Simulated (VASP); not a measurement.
An input for Ansatz (written as the equivalent of a VASP run, and not itself run):

Ansatz 0.2 input:
```yaml
crystal:
  lattice:
    - [1.5950000, -2.7626210, 0.0000000]
    - [1.5950000, 2.7626210, 0.0000000]
    - [0.0000000, 0.0000000, 5.0500000]
  atoms:
    - { symbol: Hf, position: [0.3333330, 0.6666670, 0.2500000] }
    - { symbol: Hf, position: [0.6666670, 0.3333330, 0.7500000] }
kpoints:
  mp_grid: { grid: [12, 12, 7] }
hamiltonian:
  xc: rpbe
  pseudopotentials: { kind: paw }
scf:
  occupations: { method: methfessel_paxton, width: 0.1 }
  max_iter: 100
relax:
  max_steps: 60
  f_tol: 0.01
  cell: {}
output: { forces: true, stress: true, eigenvalues: true }
```

**Question.** Translate this input to VASP (INCAR, KPOINTS, POSCAR, choice of POTCAR).

**Answer.** One answer among several that fit: 
### POSCAR
```
Hf
1.0
  1.5950000000  -2.7626210000   0.0000000000
  1.5950000000   2.7626210000   0.0000000000
  0.0000000000   0.0000000000   5.0500000000
Hf
2
Cart
  1.5950000000   0.9208755084   1.2625000000
  1.5950000000  -0.9208755084   3.7875000000
```

**KPOINTS**
```
Automatic mesh
0
Gamma
12 12 7
0 0 0
```

### INCAR
```
! general
SYSTEM  = Hf
PREC    = Accurate
ENCUT   = 520
LREAL   = F
LASPH   = T

! electronic loop
EDIFF   = 1E-6
NELM    = 100
ALGO    = Normal
LMAXMIX = 6

! smearing
ISMEAR  = 1
SIGMA   = 0.1

! functional
GGA     = RP

! ions
IBRION  = 2
NSW     = 60
ISIF    = 3
EDIFFG  = -0.01

! output
LWAVE   = F
LCHARG  = F
```

POTCAR, in this order: Hf_pv (PBE.64 set). Program: vasp_std.

Limits of the translation: each code has its own PAW files, so the cut-off isn't converted (ENCUT is set for VASP's; basis.ecutwfc is left out, and Ansatz then takes the one that its files recommend); Ansatz stops its SCF on the density residual and VASP on the energy change (EDIFF).

The compound is Hf in the hcp structure. This run relaxes it. Symmetry was kept, so distortions that lower it aren't found.
